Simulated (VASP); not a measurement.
# Ti5Si3: structure and properties in VASP, part 3 of 6

Wanted: the relaxed cell of Ti5Si3 and its properties. The start is a cell from a database of measured crystal structures.

VASP 6.6.1; LDA; plane waves and PAW (Ti_sv, Si).

Still holding for the runs below: The k-mesh is coarse for a metal.

So far. Step 2 (Full relaxation (LDA)): It ends with a largest force of 0.010 eV/Å and a pressure of -0.09 GPa. The volume lies -5.9 % from that of the database's start, which holds the thermal and zero-point expansion of its experiment. LDA is known to overbind. Step 3 (Second relaxation): It ends with a largest force of 0.005 eV/Å and a pressure of 0.01 GPa. The volume moved by only 0.10 %, so the volume is settled. The relaxed cell has a = 7.344, c = 5.010 Å (conventional setting).

## 4. Density, ELF and potential (LDA)

The relaxed cell gets a fresh self-consistent run, on a basis set for its own volume, to fix the density and to check the remaining stress.

Contents of INCAR:

```
SYSTEM = Ti5Si3
PREC = Accurate
ENCUT = 400
EDIFF = 1E-06
NELM = 100
ISMEAR = 1
SIGMA = 0.2
LREAL = .FALSE.
ALGO = Normal
GGA = CA
NBANDS = 89
LASPH = .TRUE.
LORBIT = 11
LWAVE = .FALSE.
LCHARG = .TRUE.
ISIF = 2
LELF = .TRUE.
LVHAR = .TRUE.
```

Contents of POSCAR:

```
Ti5Si3
1.0
    7.3444145200      0.0000000000      0.0000000000
   -3.6722072600      6.3604495503      0.0000000000
    0.0000000000      0.0000000000      5.0104887174
Ti Si
10 6
Direct
    0.3333333333      0.6666666667      0.0000000000
    0.6666666667      0.3333333333      0.5000000000
    0.6666666667      0.3333333333      0.0000000000
    0.3333333333      0.6666666667      0.5000000000
    0.2493050742      0.0000000000      0.2500000000
    0.2493050742      0.2493050742      0.7500000000
    0.0000000000      0.2493050742      0.2500000000
    0.7506949258      0.0000000000      0.7500000000
    0.7506949258      0.7506949258      0.2500000000
    0.0000000000      0.7506949258      0.7500000000
    0.6077380821      0.0000000000      0.2500000000
    0.6077380821      0.6077380821      0.7500000000
    0.0000000000      0.6077380821      0.2500000000
    0.3922619179      0.0000000000      0.7500000000
    0.3922619179      0.3922619179      0.2500000000
    0.0000000000      0.3922619179      0.7500000000
```

Contents of KPOINTS:

```
Automatic mesh
0
Gamma
4 4 5
0 0 0
```

The projector-augmented-wave data sets are Ti_sv and Si (LDA family, release 64).

Launch:

```
$ mpirun -np 8 vasp_std
```

The log of the run:

```text
[banner, memory and clock lines left out]
running    8 mpi-ranks, on    1 nodes
 distrk:  each k-point on    8 cores,    1 groups
 distr:  one band on    1 cores,    8 groups

 POSCAR found type information on POSCAR TiSi
 POSCAR found :  2 types and      16 ions
 [... a notice as in an earlier step ...]

 LDA part: xc-table for (Slater(with rela. corr.)+CA(PZ))
 , standard interpolation
|                                                                             |
|           W    W    AA    RRRRR   N    N  II  N    N   GGGG   !!!           |
|           W    W   A  A   R    R  NN   N  II  NN   N  G    G  !!!           |
|           W    W  A    A  R    R  N N  N  II  N N  N  G       !!!           |
|           W WW W  AAAAAA  RRRRR   N  N N  II  N  N N  G  GGG   !            |
|           WW  WW  A    A  R   R   N   NN  II  N   NN  G    G                |
|           W    W  A    A  R    R  N    N  II  N    N   GGGG   !!!           |
|                                                                             |
|     The number of bands has been changed from the values supplied in        |
|     The orbitals not found in the WAVECAR file will be initialized with     |
|     random numbers, which is usually adequate. For correlated               |
|     calculations, however, you should redo the groundstate calculation.     |
|     I found NBANDS = 89. Now, NBANDS = 96.                                  |
|                                                                             |

 POSCAR, INCAR and KPOINTS ok, starting setup
 FFT: planning ... GRIDC
 FFT: planning ... GRID_SOFT
 FFT: planning ... GRID
 WAVECAR not read
 entering main loop
       N       E                     dE             d eps       ncg     rms          rms(c)
DAV:   1     0.180033127846E+04    0.18003E+04   -0.57758E+04  2360   0.150E+03
DAV:   2     0.115016175098E+03   -0.16853E+04   -0.16256E+04  2304   0.508E+02
DAV:   3    -0.119645855088E+03   -0.23466E+03   -0.22330E+03  3384   0.173E+02
DAV:   4    -0.151868964248E+03   -0.32223E+02   -0.31980E+02  3464   0.542E+01
DAV:   5    -0.154184908351E+03   -0.23159E+01   -0.23137E+01  3600   0.130E+01    0.374E+01
DAV:   6    -0.137243628039E+03    0.16941E+02   -0.12927E+02  3304   0.478E+01    0.166E+01
DAV:   7    -0.140389280628E+03   -0.31457E+01   -0.63739E+01  3304   0.304E+01    0.196E+01
DAV:   8    -0.134668483476E+03    0.57208E+01   -0.27073E+01  3168   0.183E+01    0.659E+00
DAV:   9    -0.134613166407E+03    0.55317E-01   -0.34845E+00  3296   0.630E+00    0.276E+00
DAV:  10    -0.134598770657E+03    0.14396E-01   -0.43082E-01  3192   0.301E+00    0.135E+00
DAV:  11    -0.134608315201E+03   -0.95445E-02   -0.57762E-02  3144   0.947E-01    0.373E-01
DAV:  12    -0.134607277095E+03    0.10381E-02   -0.14458E-02  3160   0.466E-01    0.174E-01
DAV:  13    -0.134607443063E+03   -0.16597E-03   -0.87554E-04  2984   0.140E-01    0.582E-02
DAV:  14    -0.134607424018E+03    0.19045E-04   -0.12386E-04  3368   0.457E-02    0.203E-02
DAV:  15    -0.134607418348E+03    0.56701E-05   -0.50781E-05  3144   0.311E-02    0.699E-03
DAV:  16    -0.134607418322E+03    0.25611E-07   -0.33609E-06  2296   0.105E-02
   1 F= -.13460742E+03 E0= -.13461915E+03  d E =0.351936E-01
```

It took 29 s on 8 MPI ranks of Intel Xeon 6975P-C (Granite Rapids), shared host; peak memory 1.1 GiB.

Parts of OUTCAR (step 4):

```text
  LATTYP: Found a hexagonal cell.
 ALAT       =     7.3444145200
 C/A-ratio  =     0.6822175823

 Found     12 irreducible k-points:

   k-points           NKPTS =     12   k-points in BZ     NKDIM =     12   number of bands    NBANDS=     96

   NELECT =     144.0000    total number of electrons

 E-fermi :   9.5479

 k-point     2 :       0.2500    0.0000    0.0000
  band No.  band energies     occupation
    ...
     69       8.6057      2.00000
     70       8.7575      2.00000
     71       8.9718      2.00036
     72       8.9847      2.00050
     73       9.5772      0.75466
     74       9.9150     -0.02622
     75       9.9258     -0.02247
     76      10.1025     -0.00063
     77      10.1346     -0.00027
     78      10.3444     -0.00000
    ...

 k-point     3 :       0.5000    0.0000    0.0000
  band No.  band energies     occupation
    ...
     69       8.8854      2.00003
     70       8.9129      2.00007
     71       8.9568      2.00024
     72       9.2108      2.03837
     73       9.3129      2.07010
     74       9.6638      0.17887
     75      10.0336     -0.00317
     76      10.1541     -0.00016
     77      10.1782     -0.00008
     78      10.2292     -0.00002
    ...

  Total       -0.0014058     -0.0014058     -0.0645958      0.0000000      0.0000000     -0.0000000
  in kB       -0.0096228     -0.0096228     -0.4421706      0.0000000      0.0000000     -0.0000000
  external PRESSURE =      -0.1538054 kB  Pullay stress =       0.0000000 kB

  energy-cutoff  :      400.00
  volume of cell :      234.06
      direct lattice vectors                 reciprocal lattice vectors
     7.344414520  0.000000000  0.000000000     0.136157892  0.078610796  0.000000000
    -3.672207260  6.360449550  0.000000000     0.000000000  0.157221591  0.000000000
     0.000000000  0.000000000  5.010488717     0.000000000  0.000000000  0.199581330

 POSITION                                       TOTAL-FORCE (eV/Angst)
 -----------------------------------------------------------------------------------
     -0.00000      4.24030      0.00000         0.000000     -0.000000     -0.000000
      3.67221      2.12015      2.50524         0.000000     -0.000000     -0.000000
      3.67221      2.12015      0.00000         0.000000     -0.000000     -0.000000
     -0.00000      4.24030      2.50524         0.000000     -0.000000     -0.000000
      1.83100      0.00000      1.25262         0.005416     -0.000000     -0.000000
      0.91550      1.58569      3.75787         0.002708      0.004691     -0.000000
     -0.91550      1.58569      1.25262        -0.002708      0.004691     -0.000000
      5.51341      0.00000      3.75787        -0.005416     -0.000000     -0.000000
      2.75671      4.77476      1.25262        -0.002708     -0.004691     -0.000000
     -2.75671      4.77476      3.75787         0.002708     -0.004691     -0.000000
      4.46348      0.00000      1.25262         0.002616     -0.000000     -0.000000
      2.23174      3.86549      3.75787         0.001308      0.002266      0.000000
     -2.23174      3.86549      1.25262        -0.001308      0.002266     -0.000000
      2.88093      0.00000      3.75787        -0.002616     -0.000000      0.000000
      1.44047      2.49496      1.25262        -0.001308     -0.002266     -0.000000
     -1.44047      2.49496      3.75787         0.001308     -0.002266      0.000000
 -----------------------------------------------------------------------------------
    total drift:                               -0.000000      0.000000     -0.000000

  FREE ENERGIE OF THE ION-ELECTRON SYSTEM (eV)
  ---------------------------------------------------
  free  energy   TOTEN  =      -134.6074183224 eV

  energy  without entropy=     -134.6426118819  energy(sigma->0) =     -134.61914951

[... 8 parts as in an earlier step ...]

[... 4 further parts left out ...]
```

This step gave:

* SCF cycles: 16
* bands: 96
* free energy (TOTEN): -134.6074 eV
* energy at zero smearing: -134.6191 eV
* pressure: -0.01538 GPa

Valence electrons inside each PAW sphere by angular momentum. Sphere charges, by row:

```
atom  s (e)  p (e)  d (e)  tot (e)
 Ti1  2.218  6.193  2.117    10.53
 Ti2  2.218  6.193  2.117    10.53
 Ti3  2.218  6.193  2.117    10.53
 Ti4  2.218  6.193  2.117    10.53
 Ti5   2.19  6.157  1.935    10.28
 Ti6   2.19  6.157  1.935    10.28
 Ti7   2.19  6.157  1.935    10.28
 Ti8   2.19  6.157  1.935    10.28
 Ti9   2.19  6.157  1.935    10.28
Ti10   2.19  6.157  1.935    10.28
Si11  0.771  0.998      0    1.769
Si12  0.771  0.998      0    1.769
Si13  0.771  0.998      0    1.769
Si14  0.771  0.998      0    1.769
Si15  0.771  0.998      0    1.769
Si16  0.771  0.998      0    1.769
```

Electrostatic potential energy in the ab plane at fractional z = 0.250, with atoms of Ti and Si within 0.2 Å of it. With pseudopotentials it is smooth inside the atoms' cores, unlike the true potential.

Values in eV, 11 rows by 16 columns, each cell a mean:
```
  1  -6 -35 -56 -48 -20  -2  -8 -45 -71 -46 -10  -2  -3  -2   1
  0  -3 -12 -14  -5   0   0  -3  -9  -9  -6 -18 -36 -36 -14  -1
 -7 -10  -5   0   1  -1  -2  -1   1  -1 -24 -57 -64 -45 -11  -2
-70 -52 -10  -1  -2  -4  -3   0   1  -5 -32 -48 -37 -12  -8 -38
-75 -31  -3   0  -2  -2  -2  -2  -2  -3  -6  -6  -1  -3 -30 -80
-13  -2   1   1   0 -10 -36 -43 -15  -2   1   1   0  -3 -15 -25
-13 -15  -6  -2 -12 -62 -87 -63 -13  -1  -2  -3  -1   0  -1  -4
-57 -48 -16  -4 -17 -48 -42 -12  -1  -2  -4  -3   0   1  -9 -39
-57 -30  -4  -1  -4  -5  -3   1   1  -1  -2  -1   0  -5 -34 -60
-13  -2   0  -9 -24 -26  -9   0   0  -9 -23 -17  -5  -5 -19 -25
  1   0 -17 -51 -63 -49 -13  -3 -23 -70 -82 -40  -5   0   0   0
```
Columns run along a (7.3 Å; values clipped at the 3rd and 97th percentile), rows up along b (7.3 Å). Atoms in or near the plane, at fractional coordinates: Ti at (0.25, 0.00), Ti at (0.00, 0.25), Ti at (0.75, 0.75), Si at (0.61, 0.00), Si at (0.00, 0.61), Si at (0.39, 0.39).

ELF in the ab plane at fractional z = 0.250, with atoms of Ti and Si within 0.2 Å of it. It is the smooth field of the valence electrons, not physical close to the nuclei.

Ten even steps from '_' (0.09) to '@' (0.95), each cell a mean:
```
::__..++@@%%==..==##++....++##++--....::
::__..==++--..--**%%##++++**==....____..
--..........::++##%%%%##**--..::--::__..
++==::::::--====++**##**--..==####--..--
##******++==--::::==++--..--%%@@##::..++
****####**--......--==::..++@@%%==..==##
::--####++::....::====....==++--..--**++
__--####==....::==****::__......--**++..
::**%%**--::--++##%%##==::..::--**##++..
**####++====**##########**====++##%%##++
++==----==**##**--==##%%**==--==**%%%%##
........==##**::__--####==::..::++##**==
::--::__--**==__::**##++::....::==++--..
####::..==##++==**##**--......--==::..==
@@##::..**####**##**==::..::--==--..--%%
%%==..--****==--======--==++**++::..++@@
--....----....__..--++**######**::..==++
____......::::::..--##%%######**::......
....__..==####--..==##**----****==..____
::..__--%%@@##::..++**::__::**##++--::::
```
Columns run along a (7.3 Å), rows up along b (7.3 Å). Atoms in or near the plane, at fractional coordinates: Ti at (0.25, 0.00), Ti at (0.00, 0.25), Ti at (0.75, 0.75), Si at (0.61, 0.00), Si at (0.00, 0.61), Si at (0.39, 0.39).

Valence density in the ab plane at fractional z = 0.250, with atoms of Ti and Si within 0.2 Å of it. It is the smooth field of the valence electrons, not physical close to the nuclei.

Ten steps, logarithmic in the rise over the least value, from '0' (0 e/Å³) to '9' (12 e/Å³), each cell a mean:
```
22479963333213322222
22467642333333333222
22344322333333356422
22332222333334788632
33332222222236998532
33333233222247997333
22333333222246764333
02332233222234433331
23332223333322223332
33322233333322223333
32222333233322223333
33322332023322223333
55433331233333322223
88633333333233322246
98533333332223222369
96322333222223322479
64222333222333333467
32223564323333333344
22246885323322332222
22369985333202332222
```
Columns run along a (7.3 Å), rows up along b (7.3 Å). Atoms in or near the plane, at fractional coordinates: Ti at (0.25, 0.00), Ti at (0.00, 0.25), Ti at (0.75, 0.75), Si at (0.61, 0.00), Si at (0.00, 0.61), Si at (0.39, 0.39).

In this run the pressure is -0.02 GPa, small enough to go on.

(Continued in part 4 of 6.)

[Lines on the potential files, build, host, timing and source positions are cut from VASP's logs without a mark.]

[Logs are printed without paths, hosts, clocks, repeated set-up lines and the standing remarks that a program may print on its own settings, such as how far it seeks lower states.]

[Hosts, paths, dates, database ids (printed as entryN), source tags and the programs' standing remarks are cut or masked in the printed files.]

[A measured line is paired with the nearest computed mode of its activity, which favours agreement.]

[In band tables of VASP the shares of atoms and orbitals are scaled to a sum of 1 inside the atoms' spheres.]
